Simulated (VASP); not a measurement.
VASP input:

KPOINTS:
```
K-points
0
gamma
6 6 4
0 0 0
```

POSCAR:
```
HfS2
1
    1.8607249214    -3.2228698799     0.0000000000
    1.8607249214     3.2228698799     0.0000000000
    0.0000000000     0.0000000000     6.6881851373
Hf S
1 2
Direct
  0.0000000000   0.0000000000   0.0000000000
  0.3333330000   0.6666670000   0.2199338795
  0.6666670000   0.3333330000   0.7800661205
```

**INCAR**
```
SYSTEM = HfS2
PREC = Accurate; ENCUT = 480; LREAL = .False.
LASPH = .True.
EDIFF = 1E-7; NELM = 100; ALGO = Normal
LMAXMIX = 6
ISMEAR = 0; SIGMA = 0.05
GGA = PE
IBRION = 2; NSW = 30; ISIF = 2
EDIFFG = -0.01
LWAVE = .False.; LCHARG = .False.
```

POTCAR, in this order: Hf_pv S (PBE.64 set). Program: vasp_std.

Problem. Translate this PBE calculation to Ansatz.

Solution. One equivalent input (not run):
Ansatz 0.2 input:
```yaml
crystal:
  lattice:
    - [1.8607249, -3.2228699, 0.0000000]
    - [1.8607249, 3.2228699, 0.0000000]
    - [0.0000000, 0.0000000, 6.6881851]
  atoms:
    - { symbol: Hf, position: [0.0000000, 0.0000000, 0.0000000] }
    - { symbol: S, position: [0.3333330, 0.6666670, 0.2199339] }
    - { symbol: S, position: [0.6666670, 0.3333330, 0.7800661] }
kpoints:
  mp_grid: { grid: [6, 6, 4] }
hamiltonian:
  xc: pbe
  pseudopotentials: { kind: paw }
scf:
  occupations: { method: gaussian, width: 0.05 }
  max_iter: 100
relax:
  max_steps: 30
  f_tol: 0.01
output: { forces: true, stress: true, eigenvalues: true }
```
Limits of the translation: each code has its own PAW files, so the cut-off isn't converted (ENCUT is set for VASP's; basis.ecutwfc is left out, and Ansatz then takes the one that its files recommend); Ansatz stops its SCF on the density residual and VASP on the energy change (EDIFF).

The compound is HfS2 in the 1T layered structure. This cell was strained or had an atom moved on purpose. Symmetry was kept, so distortions that lower it aren't found.
